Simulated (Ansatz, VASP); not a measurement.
# SnCl in VASP and in Ansatz

INCAR

```
SYSTEM = SnCl
  PREC = Accurate
  ENCUT = 520
  EDIFF = 1E-7
  ISMEAR = -1
  SIGMA = 0.05
  LREAL = .False.
  LASPH = .True.
  NELM = 100
  ALGO = Normal
  ISIF = 2
  LWAVE = .False.
  LCHARG = .False.
  GGA = PE
  NBANDS = 29
```

Contents of KPOINTS:

```
regular mesh
0
Gamma
  9 9 3
  0 0 0
```

Contents of POSCAR:

```
SnCl
1.0
    3.4261471849      0.0000000000      0.0000000000
   -1.7130735924      2.9671304991      0.0000000000
    0.0000000000      0.0000000000      9.8568001594
Sn Cl
2 2
Direct
    0.6666666667      0.3333333333      0.8205100000
    0.3333333333      0.6666666667      0.3205100000
    0.6666666667      0.3333333333      0.5544910000
    0.3333333333      0.6666666667      0.0544910000
```

File input.yaml:

```yaml
crystal:
  lattice:
    - [3.4261471849, 0.0, 0.0]
    - [-1.7130735924, 2.9671304991, 0.0]
    - [0.0, 0.0, 9.8568001594]
  atoms:
    - { symbol: Sn, position: [0.6666666667, 0.3333333333, 0.82051] }
    - { symbol: Sn, position: [0.3333333333, 0.6666666667, 0.32051] }
    - { symbol: Cl, position: [0.6666666667, 0.3333333333, 0.554491] }
    - { symbol: Cl, position: [0.3333333333, 0.6666666667, 0.054491] }
hamiltonian:
  xc: pbe
  pseudopotentials: { kind: paw }
kpoints:
  mp_grid: { grid: [9, 9, 3] }
scf:
  occupations: { method: fermi_dirac, width: 0.05 }
output:
  forces: true
  stress: true
  eigenvalues: true
```

Change from the starting cell: volume scaled by 0.94.

Alike in both runs: task single point; functional PBE; k mesh 9 × 9 × 3; occupations fermi-dirac, width 0.05 eV; no spin polarisation.

```csv
,VASP,Ansatz
version,VASP 6.6.1,Ansatz 0.2.0
potentials or method,"VASP PAW PBE potentials, release 64 (Sn_d, Cl)",Ansatz PAW
plane-wave cutoff (eV),520,420
valence electrons in the cell,42,42
```

|  | VASP | Ansatz | Ansatz less VASP |
| --- | --- | --- | --- |
| gap on the k mesh at the Fermi level (eV) | none | none | - |
| pressure (GPa) | 2.5 | 2.6 | +0.08 |
| largest component of the traceless stress (GPa) | 1.65 | 1.63 | -0.021 |
| rms of the force components (eV/Å) | 0.034 | 0.032 | -0.0023 |

Atom by atom the forces differ by 0.002 eV/Å (rms over components). A gap of «none» marks a metal or a gap that the smearing closes.
